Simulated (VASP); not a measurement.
Consider the following.

```xyz
2
Lattice="0.0000 3.2405 3.2405 3.2405 0.0000 3.2405 3.2405 3.2405 0.0000" Properties=species:S:1:pos:R:3 pbc="T T T"
Sn     0.0000     0.0000     0.0000
Te     3.2405     3.2405     3.2405
```

All values below come from optB86b-vdW, VASP's PBE PAW potentials (set 64) (plane waves; VASP). Numerical set-up: 520 eV cut-off, 7×7×7 Γ-centred mesh, Gaussian smearing of 0.050 eV, potentials Sn_d Te.

**Question.** Give the stress tensor in GPa (positive for a compressed cell).

**Answer.** 
```
-2.24   0.00   0.00
 0.00  -2.24   0.00
 0.00   0.00  -2.24
```
The pressure is its mean diagonal, -2.24 GPa.

The compound is SnTe in the rock salt structure, which distorts at low temperature. This cell is one point of a volume scan, at 1.06 of the reference volume.
